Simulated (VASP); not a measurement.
A VASP calculation is set up with these files.

File KPOINTS:
```
Automatic mesh
0
Gamma
5 5 3
0 0 0
```

INCAR:
```
SYSTEM = VAs
PREC = Accurate
ENCUT = 400
EDIFF = 1E-6
NELM = 100
ALGO = Normal
LREAL = .FALSE.
LASPH = .TRUE.
ISMEAR = 0
SIGMA = 0.05
GGA = PE
LMAXMIX = 4
ISPIN = 2
MAGMOM = 2.0 2.0 0.0 0.0
LORBIT = 10
LWAVE = .FALSE.
LCHARG = .FALSE.
ISIF = 2
NUPDOWN = 2
```

POSCAR:
```
VAs
1
    3.2336870000    -2.3631320000     0.0000000000
    3.2336870000     2.3631320000     0.0000000000
   -1.1737100000     0.0000000000     6.9838620000
V As
2 2
Direct
  0.0000000000   0.5000000000   0.0000000000
  0.5000000000   0.0000000000   0.5000000000
  0.5816000000   0.4184000000   0.2500000000
  0.4184000000   0.5816000000   0.7500000000
```

POTCAR, in this order: V_sv As (PBE.64 set). Program: vasp_std.

### Question
Translate this PBE calculation to Quantum ESPRESSO's pw.x.

### Answer
One equivalent input (not run):
```
&CONTROL
  calculation = 'scf'
  pseudo_dir = './pseudo'
  outdir = './out'
  tprnfor = .true.
  tstress = .true.
/
&SYSTEM
  ibrav = 0
  nat = 4
  ntyp = 2
  ecutwfc = 84
  occupations = 'smearing'
  smearing = 'gaussian'
  degauss = 0.003675
  input_dft = 'pbe'
  nspin = 2
  starting_magnetization(1) = 0.2
  tot_magnetization = 2
/
&ELECTRONS
  conv_thr = 7.3e-08
  electron_maxstep = 100
/
ATOMIC_SPECIES
  V 50.941 V.upf
  As 74.922 As.upf
CELL_PARAMETERS angstrom
     3.2336870   -2.3631320    0.0000000
     3.2336870    2.3631320    0.0000000
    -1.1737100    0.0000000    6.9838620
ATOMIC_POSITIONS crystal
  V    0.0000000  0.5000000  0.0000000
  V    0.5000000  0.0000000  0.5000000
  As   0.5816000  0.4184000  0.2500000
  As   0.4184000  0.5816000  0.7500000
K_POINTS automatic
  5 5 3 0 0 0
```
What does not carry over: the potentials are each code's own (VASP's PAW set, PseudoDojo norm-conserving files in pw.x), so ENCUT and ecutwfc are chosen apart and not converted; conv_thr bounds pw.x's estimated SCF error, while EDIFF bounds the energy change between steps; starting_magnetization is a fraction of the valence charge and MAGMOM a moment in μB, so they match only roughly.

The structure was generated: VAs was put into the tenorite type (C2/c), which need not be its known phase. The cell was not relaxed at this level. The run is one of a series of settings (NUPDOWN = 2 against the base run), some of them coarse on purpose.
